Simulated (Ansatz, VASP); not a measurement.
**Zn11Si15O41 (glassy 58SiO2-42ZnO (mol %)): VASP beside Ansatz**

One calculation is typed for both programs; each brings its own data sets. How far apart do they land? Of the first pair: The cell is taken from a series of runs on this material, whose earlier steps may have relaxed, scaled, displaced or heated it; both programs get it as it stands.

Method: plane waves, with VASP 6.6.1 beside it; single point at PBEsol, in Ansatz 0.2.0.

**1. Starting point**

The cell holds 67 atoms: 15 Si, 11 Zn and 41 O. Cell: a = 9.780 Å, b = 9.780 Å, c = 9.780 Å, α = 90.0°, β = 90.0°, γ = 90.0°. As first built, before any earlier steps moved the atoms (in the runner's words): 67 atoms (15 Si, 11 Zn, 41 O) placed at random at 3.12 g/cm^3, melted at 4000 K for 10 ps at fixed volume with the Morse and Coulomb pair potential with partial charges (Pedone, Malavasi, Menziani, Cormack and Segre, J. Phys. Chem. B 110, 11780 (2006)). Quenched from 4000 K to 300 K at 500 K/ps and fixed volume, held 10 ps at zero pressure.

**2. Ansatz: single point, PBEsol, pair 1**

Ansatz runs on its PAW soft_1 files.

A single point gives forces, pressure and levels at one fixed geometry, so differences don't come from the geometry; what else differs is listed under the comparison.

Input file input.yaml:

```yaml
crystal:
  lattice:
    - [9.78013, 0.0, 0.0]
    - [0.0, 9.78013, 0.0]
    - [0.0, 0.0, 9.78013]
  atoms:
    - { symbol: Si, position: [0.18596, 0.67517, 0.0858] }
    - { symbol: Si, position: [0.12796, 0.95309, 0.5692] }
    - { symbol: Si, position: [0.063, 0.1654, 0.33331] }
    - { symbol: Si, position: [0.83074, 0.09354, 0.15128] }
    - { symbol: Si, position: [0.48324, 0.26299, 0.90942] }
    - { symbol: Si, position: [0.6722, 0.35615, 0.15254] }
    - { symbol: Si, position: [0.95569, 0.33894, 0.79623] }
    - { symbol: Si, position: [0.43653, 0.29918, 0.36532] }
    - { symbol: Si, position: [0.43915, 0.85031, 0.1344] }
    - { symbol: Si, position: [0.00038, 0.73224, 0.35134] }
    - { symbol: Si, position: [0.50088, 0.55402, 0.81184] }
    - { symbol: Si, position: [0.25522, 0.10137, 0.08523] }
    - { symbol: Si, position: [0.65759, 0.81219, 0.91784] }
    - { symbol: Si, position: [0.95463, 0.43369, 0.49637] }
    - { symbol: Si, position: [0.63726, 0.47771, 0.55069] }
    - { symbol: Zn, position: [0.01889, 0.07471, 0.85036] }
    - { symbol: Zn, position: [0.25474, 0.79615, 0.79992] }
    - { symbol: Zn, position: [0.7991, 0.57401, 0.00398] }
    - { symbol: Zn, position: [0.67006, 0.69307, 0.3124] }
    - { symbol: Zn, position: [0.12931, 0.42934, 0.26892] }
    - { symbol: Zn, position: [0.70507, 0.81705, 0.58554] }
    - { symbol: Zn, position: [0.23696, 0.37323, 0.95765] }
    - { symbol: Zn, position: [0.98441, 0.87148, 0.99339] }
    - { symbol: Zn, position: [0.70581, 0.07571, 0.7261] }
    - { symbol: Zn, position: [0.44593, 0.07088, 0.60331] }
    - { symbol: Zn, position: [0.57041, 0.0071, 0.34679] }
    - { symbol: O, position: [0.60679, 0.64934, 0.90074] }
    - { symbol: O, position: [0.42121, 0.14183, 0.41163] }
    - { symbol: O, position: [0.12996, 0.73494, 0.94337] }
    - { symbol: O, position: [0.84847, 0.21093, 0.76497] }
    - { symbol: O, position: [0.12073, 0.08907, 0.466] }
    - { symbol: O, position: [0.54774, 0.31582, 0.24406] }
    - { symbol: O, position: [0.41265, 0.41931, 0.87588] }
    - { symbol: O, position: [0.89397, 0.04717, 0.01433] }
    - { symbol: O, position: [0.68616, 0.0476, 0.19376] }
    - { symbol: O, position: [0.38934, 0.65727, 0.77341] }
    - { symbol: O, position: [0.52938, 0.81712, 0.26158] }
    - { symbol: O, position: [0.27766, 0.94061, 0.64057] }
    - { symbol: O, position: [0.64235, 0.63988, 0.50815] }
    - { symbol: O, position: [0.52067, 0.38857, 0.48247] }
    - { symbol: O, position: [0.34786, 0.98153, 0.15348] }
    - { symbol: O, position: [0.0122, 0.30809, 0.38719] }
    - { symbol: O, position: [0.78534, 0.4261, 0.50502] }
    - { symbol: O, position: [0.01226, 0.57045, 0.41534] }
    - { symbol: O, position: [0.61163, 0.30747, 0.00062] }
    - { symbol: O, position: [0.29308, 0.37596, 0.34632] }
    - { symbol: O, position: [0.84812, 0.76984, 0.33988] }
    - { symbol: O, position: [0.70279, 0.515, 0.17184] }
    - { symbol: O, position: [0.09, 0.82438, 0.45847] }
    - { symbol: O, position: [0.6037, 0.47604, 0.7071] }
    - { symbol: O, position: [0.94223, 0.07286, 0.26679] }
    - { symbol: O, position: [0.50959, 0.17821, 0.77992] }
    - { symbol: O, position: [0.70052, 0.87236, 0.77459] }
    - { symbol: O, position: [0.00492, 0.40539, 0.64073] }
    - { symbol: O, position: [0.80951, 0.27265, 0.15771] }
    - { symbol: O, position: [0.17304, 0.50448, 0.09066] }
    - { symbol: O, position: [0.89392, 0.45565, 0.88699] }
    - { symbol: O, position: [0.1718, 0.01651, 0.96895] }
    - { symbol: O, position: [0.33291, 0.7233, 0.09625] }
    - { symbol: O, position: [0.16109, 0.16986, 0.1961] }
    - { symbol: O, position: [0.62724, 0.00234, 0.54694] }
    - { symbol: O, position: [0.02771, 0.95819, 0.68955] }
    - { symbol: O, position: [0.79984, 0.78089, 0.99955] }
    - { symbol: O, position: [0.533, 0.87503, 0.99742] }
    - { symbol: O, position: [0.08588, 0.2748, 0.86311] }
    - { symbol: O, position: [0.076, 0.73027, 0.20726] }
    - { symbol: O, position: [0.3529, 0.21061, 0.01279] }
kpoints:
  mp_grid: { grid: [1, 1, 1] }
hamiltonian:
  xc: pbesol
  pseudopotentials: { kind: paw, azcp: { folder: soft_1 }, xc_functional: pbe }
scf:
  occupations: { method: fermi_dirac, width: 0.05 }
output:
  forces: true
```

Started as:

```console
ansatz run input.yaml --threads 4 --pin off --max-ram 8192MiB --backend cpu --events-out ev --progress --plain --runs-dir out
```

Numbers of over 12 decimals in the logs are rounded to 6 here.

What it wrote:

```text
Engine: ansatz 0.2.0, aarch64-unknown-linux-gnu
Pseudopotentials: kind: paw
Pseudopotential: Si, paw, valence charge 4, recommended cutoff 420 eV (normal), soft_1/Si.paw.azcp
Pseudopotential: Zn, paw, valence charge 12, recommended cutoff 420 eV (normal), soft_1/Zn.paw.azcp
Pseudopotential: O, paw, valence charge 6, recommended cutoff 420 eV (normal), soft_1/O.paw.azcp
Functional definition: PBEsol
  exchange = pbesol_x
  correlation = pbesol_c
Crystal: 67 atoms, lattice volume = 935.479 Å³
Basis set: ecut = 420 eV, 18325 PW (Γ), exchange–correlation on 144×144×144 points (8 copies of the dense FFT grid, shifted against one another)
Bands: 286, of which v1, the nominal top of the filled ones, is band 219 counted from 1 (218 counted from 0)
Symmetry: 1 space group operations
Space group: P1 (ITA 1), of the structure as read, at distance tolerance 9.8e-5 Å
k-points: 1
Non-local potential: Si, projectors of the file, l = 0: 2, l = 1: 2, l = 2: 1
Non-local potential: Zn, projectors of the file, l = 0: 2, l = 1: 2, l = 2: 3, l = 3: 1
Non-local potential: O, projectors of the file, l = 0: 2, l = 1: 2, l = 2: 1
PAW form: soft (Blöchl's): semilocal exchange-correlation on the pseudo side does not see the compensation charge
PAW frozen core: Si, regenerated for the run's functional, and the local potential with it (the file was generated under x = pbe(κ = 0.804, μ = 0.219515), c = pbe(β = 0.066725))
PAW frozen core: Zn, regenerated for the run's functional, and the local potential with it (the file was generated under x = pbe(κ = 0.804, μ = 0.219515), c = pbe(β = 0.066725))
PAW frozen core: O, regenerated for the run's functional, and the local potential with it (the file was generated under x = pbe(κ = 0.804, μ = 0.219515), c = pbe(β = 0.066725))
PAW one-centre angular grid: Si, 110 points (default); XC on 64 Gauss nodes
PAW one-centre angular grid: Zn, 590 points (default); XC on 64 Gauss nodes
PAW one-centre angular grid: O, 110 points (default); XC on 64 Gauss nodes
Initial density: superposition of atomic densities (chi_scale 0.1, normalization cell, long waves 14 % of neutral atoms (reshape's long-wave potential 1.14 eV rms, cloud 1.88 Å wide))
Initial wavefunctions: pseudopotential atomic-orbital guess
Functional: x = pbesol(κ = 0.804, μ = 0.123457), c = pbesol(β = 0.046)
SCF iter   1: F=—  HF=-68481.311825 eV  |F-HF|=—  |Δ(HF+E_count)|=         —  Δρ=1.14e-1  dr2=1.01e2  ethr=3.10e-3  ⟨swp⟩=6.0  Hψ=1338  notcnv=0  defer=24
preconditioner: auto → Resta (q_TF=auto, 2.404 Å⁻¹)  ε∞=3.5  [insulator: Δε(μ)=1.802 eV  Ē_g=16.092 eV  σ=0.050 eV  W_gap=1.00  n_scr=250 (ndim 8)  ℏωp=25.4 eV  f_vac=0.115  D(μ)=0.00/eV (n_scr^D=0)  ε∞_Penn≈3.5]
SCF iter   2: F=—  HF=-68452.650863 eV  |F-HF|=—  |Δ(HF+E_count)|=    2.87e1  Δρ=3.53e-2  dr2=1.06e1  ethr=3.10e-3  ⟨swp⟩=3.0  Hψ=558  notcnv=0  defer=62
SCF iter   3: F=—  HF=-68449.105590 eV  |F-HF|=—  |Δ(HF+E_count)|=    3.55e0  Δρ=1.84e-2  dr2=3.53e0  ethr=2.42e-3  ⟨swp⟩=2.0  Hψ=467  notcnv=0  defer=29
automatic band count: iteration 3 solves 253 bands in place of 286: the levels show a gap, and the empty bands left out lie too high to hold charge; the band table lists the bands solved (type scf.n_extra_bands for more)
SCF iter   4: F=—  HF=-68448.634109 eV  |F-HF|=—  |Δ(HF+E_count)|=   4.71e-1  Δρ=1.01e-2  dr2=6.07e-1  ethr=8.05e-4  ⟨swp⟩=5.0  Hψ=400  notcnv=0  defer=29
SCF iter   5: F=—  HF=-68448.644360 eV  |F-HF|=—  |Δ(HF+E_count)|=   1.03e-2  Δρ=3.32e-3  dr2=9.08e-2  ethr=1.38e-4  ⟨swp⟩=5.0  Hψ=480  notcnv=0  defer=28
SCF iter   6: F=—  HF=-68448.659525 eV  |F-HF|=—  |Δ(HF+E_count)|=   1.52e-2  Δρ=1.31e-3  dr2=1.56e-2  ethr=2.07e-5  ⟨swp⟩=2.0  Hψ=417  notcnv=0  defer=28
SCF iter   7: F=—  HF=-68448.664320 eV  |F-HF|=—  |Δ(HF+E_count)|=   4.80e-3  Δρ=7.63e-4  dr2=4.96e-3  ethr=3.56e-6  ⟨swp⟩=2.0  Hψ=443  notcnv=0  defer=28
SCF iter   8: F=—  HF=-68448.668601 eV  |F-HF|=—  |Δ(HF+E_count)|=   4.28e-3  Δρ=4.19e-4  dr2=1.31e-3  ethr=1.13e-6  ⟨swp⟩=2.0  Hψ=416  notcnv=0  defer=28
SCF iter   9: F=—  HF=-68448.668793 eV  |F-HF|=—  |Δ(HF+E_count)|=   1.92e-4  Δρ=2.08e-4  dr2=3.05e-4  ethr=2.99e-7  ⟨swp⟩=2.0  Hψ=429  notcnv=0  defer=28
SCF iter  10: F=—  HF=-68448.668866 eV  |F-HF|=—  |Δ(HF+E_count)|=   7.30e-5  Δρ=5.45e-5  dr2=2.67e-5  ethr=6.95e-8  ⟨swp⟩=2.0  Hψ=407  notcnv=0  defer=28
SCF iter  11: F=—  HF=-68448.669927 eV  |F-HF|=—  |Δ(HF+E_count)|=   1.06e-3  Δρ=5.02e-5  dr2=1.76e-5  ethr=6.09e-9  ⟨swp⟩=2.0  Hψ=458  notcnv=0  defer=28
SCF iter  12: F=—  HF=-68448.669927 eV  |F-HF|=—  |Δ(HF+E_count)|=   5.43e-7  Δρ=1.06e-5  dr2=1.08e-6  ethr=4.02e-9  ⟨swp⟩=2.0  Hψ=424  notcnv=0  defer=28
SCF iter  13: F=—  HF=-68448.669929 eV  |F-HF|=—  |Δ(HF+E_count)|=   1.58e-6  Δρ=7.76e-6  dr2=3.77e-7  ethr=2.47e-10  ⟨swp⟩=2.0  Hψ=416  notcnv=0  defer=28
SCF iter  14: F=-68448.669929 eV  HF=-68448.669929 eV  |F-HF|=1.71e-8  |Δ(HF+E_count)|=   7.02e-8  Δρ=2.65e-6  dr2=5.05e-8  ethr=2.28e-11  ⟨swp⟩=3.0  Hψ=1065  notcnv=0
SCF 1 converged in 14 iterations: F = -68448.669929 eV  dr2 = 5.05e-8
  greatest PAW one-centre occupation: 0.993 electrons in one spin orbital (limit 2), on the Zn atom at site 22 (counted from 0), in its partial waves of l = 2
SCF converged after 14 iterations
Free energy (F): -68448.669929 eV
Harris-Foulkes:  -68448.669929 eV  (|F-HF|=1.71e-8)
Internal energy: -68448.669929 eV  (E = F + TS)
E sigma→0 (E₀):  -68448.669929 eV
Fermi energy:    4.642869 eV
--- Per-component energies (eV) ---
  E_band       = -1476.193992
  E_kinetic    = 9267.385854
  E_local      = -49033.024631  (includes V_loc(G=0)·N_el)
  E_nonlocal   = 11595.937164
  E_hartree    = 19099.338902
  E_xc         = -4593.033964
  E_vxc        = -5001.268527  (∫ρ·V_xc dr)
  E_paw        = -34426.922093  (= ΣΔE_a)
  E_vpaw       = -6503.917310  (= ΣTr[D̂ρ^β])
  E_aug_tail   = 0.030383  (compensation charges beyond the density's cutoff)
  E_ewald      = -20369.072672
  E_core_change = 10.691129  (= ΣΔE_core)
  E_smearing   = -0.000000  (= −TS)
  E_closure    = -0.000000  (closes the sum)
  Σ components = -68448.669929   (vs F -68448.669929, Δ=0.00e0)
--- Forces (eV/Å), atoms counted from 1 ---
  atom   1  Si    -3.96382117    -2.18706001     0.48804910
  atom   2  Si     0.70950933    -0.19320234    -3.59969055
  atom   3  Si    -0.03823682    -4.13286405    -0.39791524
  atom   4  Si    -1.56506530     4.02760452     1.55345229
  atom   5  Si     0.45416297     1.91651739     2.31999328
  atom   6  Si    -0.28666920    -0.77933756    -1.49248918
  atom   7  Si    -2.99549664     0.70177441    -1.69854298
  atom   8  Si     0.07730641     2.11480400     0.69223013
  atom   9  Si    -0.25675375    -0.90161635    -2.21416106
  atom  10  Si     1.31316420     0.02087559     2.77934061
  atom  11  Si     0.75191272    -0.26507457     0.12570222
  atom  12  Si    -0.65856135    -3.69202164    -1.40350723
  atom  13  Si     1.25091088    -2.80538400     0.75739942
  atom  14  Si    -2.59227872    -0.06146923    -2.26395822
  atom  15  Si    -0.09079471     0.81870276    -1.58587121
  atom  16  Zn     0.08775319     1.25184067    -0.75972065
  atom  17  Zn     0.50331216     0.29397650    -0.67588790
  atom  18  Zn    -0.03168072    -0.28396376    -0.52811213
  atom  19  Zn     0.54751751    -0.95064461    -0.46156710
  atom  20  Zn     0.97898568     0.71151986    -0.36612803
  atom  21  Zn    -1.04922979    -0.47028636    -0.51260363
  atom  22  Zn    -1.91256180     0.47776101    -0.39569648
  atom  23  Zn    -0.22316317    -0.73750356     0.42745744
  atom  24  Zn     0.67243979     1.14752057     0.07251735
[...]
atom  60  O     -0.29050174     1.78338261     1.34886525
  atom  61  O      0.30609574    -0.69469291     0.00683461
  atom  62  O     -2.63458707    -0.02024672     2.72514545
  atom  63  O      0.84009538    -0.52380006     0.55573708
  atom  64  O     -1.24486226     1.21147084     0.46677321
  atom  65  O      3.00812551    -0.75279829     1.11354075
  atom  66  O      1.54949798    -0.35093368    -2.36322585
  atom  67  O      1.20796349     1.41546664    -0.89052124
  max |Σ_I F_I| component: 7.77e-5 eV/Å
```

**3. VASP: single point, PBEsol, pair 1**

The same cell, functional, mesh and smearing now go to VASP, with its own data sets.

Lines of VASP's logs that name or quote its potential files are left out, and so is its time.

Input file INCAR:

```
SYSTEM = Zn11Si15O41
PREC = Accurate
ENCUT = 520
EDIFF = 1E-06
NELM = 120
ISMEAR = -1
SIGMA = 0.05
LREAL = Auto
ALGO = Normal
GGA = PS
NBANDS = 272
LORBIT = 11
LWAVE = .FALSE.
LCHARG = .FALSE.
ISIF = 2
LASPH = .TRUE.
GGA_COMPAT = .FALSE.
EFERMI = MIDGAP
NCORE = 2
```

Input file POSCAR:

```
Zn11Si15O41
1.0
    9.7801300000      0.0000000000      0.0000000000
    0.0000000000      9.7801300000      0.0000000000
    0.0000000000      0.0000000000      9.7801300000
Si Zn O
15 11 41
Direct
    0.1859600000      0.6751700000      0.0858000000
    0.1279600000      0.9530900000      0.5692000000
    0.0630000000      0.1654000000      0.3333100000
    0.8307400000      0.0935400000      0.1512800000
    0.4832400000      0.2629900000      0.9094200000
    0.6722000000      0.3561500000      0.1525400000
    0.9556900000      0.3389400000      0.7962300000
    0.4365300000      0.2991800000      0.3653200000
    0.4391500000      0.8503100000      0.1344000000
    0.0003800000      0.7322400000      0.3513400000
    0.5008800000      0.5540200000      0.8118400000
    0.2552200000      0.1013700000      0.0852300000
    0.6575900000      0.8121900000      0.9178400000
    0.9546300000      0.4336900000      0.4963700000
    0.6372600000      0.4777100000      0.5506900000
    0.0188900000      0.0747100000      0.8503600000
    0.2547400000      0.7961500000      0.7999200000
    0.7991000000      0.5740100000      0.0039800000
    0.6700600000      0.6930700000      0.3124000000
    0.1293100000      0.4293400000      0.2689200000
    0.7050700000      0.8170500000      0.5855400000
    0.2369600000      0.3732300000      0.9576500000
    0.9844100000      0.8714800000      0.9933900000
    0.7058100000      0.0757100000      0.7261000000
    0.4459300000      0.0708800000      0.6033100000
    0.5704100000      0.0071000000      0.3467900000
    0.6067900000      0.6493400000      0.9007400000
    0.4212100000      0.1418300000      0.4116300000
    0.1299600000      0.7349400000      0.9433700000
    0.8484700000      0.2109300000      0.7649700000
    0.1207300000      0.0890700000      0.4660000000
    0.5477400000      0.3158200000      0.2440600000
    0.4126500000      0.4193100000      0.8758800000
    0.8939700000      0.0471700000      0.0143300000
    0.6861600000      0.0476000000      0.1937600000
    0.3893400000      0.6572700000      0.7734100000
    0.5293800000      0.8171200000      0.2615800000
    0.2776600000      0.9406100000      0.6405700000
    0.6423500000      0.6398800000      0.5081500000
    0.5206700000      0.3885700000      0.4824700000
    0.3478600000      0.9815300000      0.1534800000
    0.0122000000      0.3080900000      0.3871900000
    0.7853400000      0.4261000000      0.5050200000
    0.0122600000      0.5704500000      0.4153400000
    0.6116300000      0.3074700000      0.0006200000
    0.2930800000      0.3759600000      0.3463200000
    0.8481200000      0.7698400000      0.3398800000
    0.7027900000      0.5150000000      0.1718400000
    0.0900000000      0.8243800000      0.4584700000
    0.6037000000      0.4760400000      0.7071000000
    0.9422300000      0.0728600000      0.2667900000
    0.5095900000      0.1782100000      0.7799200000
    0.7005200000      0.8723600000      0.7745900000
    0.0049200000      0.4053900000      0.6407300000
    0.8095100000      0.2726500000      0.1577100000
    0.1730400000      0.5044800000      0.0906600000
    0.8939200000      0.4556500000      0.8869900000
    0.1718000000      0.0165100000      0.9689500000
    0.3329100000      0.7233000000      0.0962500000
    0.1610900000      0.1698600000      0.1961000000
    0.6272400000      0.0023400000      0.5469400000
    0.0277100000      0.9581900000      0.6895500000
    0.7998400000      0.7808900000      0.9995500000
    0.5330000000      0.8750300000      0.9974200000
    0.0858800000      0.2748000000      0.8631100000
    0.0760000000      0.7302700000      0.2072600000
    0.3529000000      0.2106100000      0.0127900000
```

Input file KPOINTS:

```
Automatic mesh
0
Gamma
1 1 1
0 0 0
```

Potentials, in the order of the species: Si, Zn and O (PBE family, release 64).

Started as:

```console
mpirun -np 8 vasp_gam
```

What it wrote:

```text
[banner, memory and clock lines left out]
running    8 mpi-ranks, on    1 nodes
[...]
|                                                                             |
|               ----> ADVICE to this user running VASP <----                  |
|                                                                             |
|     You enforced a specific xc type in the INCAR file but a different       |
|     [... a line on the potential file left out ...]
|     I HOPE YOU KNOW WHAT YOU ARE DOING!                                     |
|                                                                             |

 LDA part: xc-table for (Slater+PW92), standard interpolation
 POSCAR, INCAR and KPOINTS ok, starting setup
[...]
entering main loop
       N       E                     dE             d eps       ncg     rms          rms(c)
DAV:   1     0.739748737696E+04    0.73975E+04   -0.21243E+05   544   0.196E+03
DAV:   2     0.891727683624E+03   -0.65058E+04   -0.62417E+04   608   0.554E+02
DAV:   3    -0.423413871072E+03   -0.13151E+04   -0.12697E+04   592   0.250E+02
DAV:   4    -0.530472281224E+03   -0.10706E+03   -0.10596E+03   632   0.791E+01
[...]
DAV:  19    -0.462572855190E+03   -0.31913E-05   -0.78763E-05   744   0.528E-02    0.145E-02
DAV:  20    -0.462572858202E+03   -0.30116E-05   -0.45235E-05   656   0.429E-02    0.696E-03
DAV:  21    -0.462572858434E+03   -0.23253E-06   -0.49502E-06   544   0.162E-02
   1 F= -.46257286E+03 E0= -.46257286E+03  d E =-.803593E-09
```

Parts of OUTCAR (step 3):

```text
  Total       17.7673077     -2.1654124     16.2483092    -11.6064536    -12.9821518      6.8542885
  in kB       30.4297458     -3.7086626     27.8281846    -19.8781626    -22.2342959     11.7392156
  external PRESSURE =      18.1830893 kB  Pullay stress =       0.0000000 kB

 POSITION                                       TOTAL-FORCE (eV/Angst)
 -----------------------------------------------------------------------------------
      1.81871      6.60325      0.83914        -4.012303     -2.219341      0.542583
      1.25147      9.32134      5.56685         0.736484     -0.199134     -3.727166
      0.61615      1.61763      3.25982         0.002394     -4.117397     -0.422056
      8.12475      0.91483      1.47954        -1.537971      4.076147      1.541550
      4.72615      2.57208      8.89425         0.397127      1.922282      2.377836
      6.57420      3.48319      1.49186        -0.333466     -0.788904     -1.535526
      9.34677      3.31488      7.78723        -2.995963      0.719613     -1.808074
      4.26932      2.92602      3.57288         0.105623      2.139596      0.695469
      4.29494      8.31614      1.31445        -0.290349     -0.923814     -2.266413
      0.00372      7.16140      3.43615         1.398583     -0.007661      2.803593
      4.89867      5.41839      7.93990         0.795238     -0.351069      0.158152
      2.49608      0.99141      0.83356        -0.621478     -3.668222     -1.352113
      6.43132      7.94332      8.97659         1.225548     -2.808344      0.764785
      9.33641      4.24154      4.85456        -2.595415     -0.088017     -2.374240
[...]
-----------------------------------------------------------------------------------
    total drift:                               -0.018503     -0.016826     -0.000362

  FREE ENERGIE OF THE ION-ELECTRON SYSTEM (eV)
  ---------------------------------------------------
  free  energy   TOTEN  =      -462.5728584344 eV

  energy  without entropy=     -462.5728584336  energy(sigma->0) =     -462.57285843

[... 3 further parts left out ...]
[key lines of the parts left out:]
E-fermi :   2.1167
```

The run ends at a pressure of 1.82 GPa, with forces up to 4.7 eV/Å.

(Continued in part 2 of 3.)

[Lines on the potential files, build, host, timing and source positions are cut from VASP's logs without a mark.]

[Logs are printed without paths, hosts, clocks, repeated set-up lines and the standing remarks that a program may print on its own settings, such as how far it seeks lower states.]

[Hosts, paths, dates, database ids (printed as entryN), source tags and the programs' standing remarks are cut or masked in the printed files.]
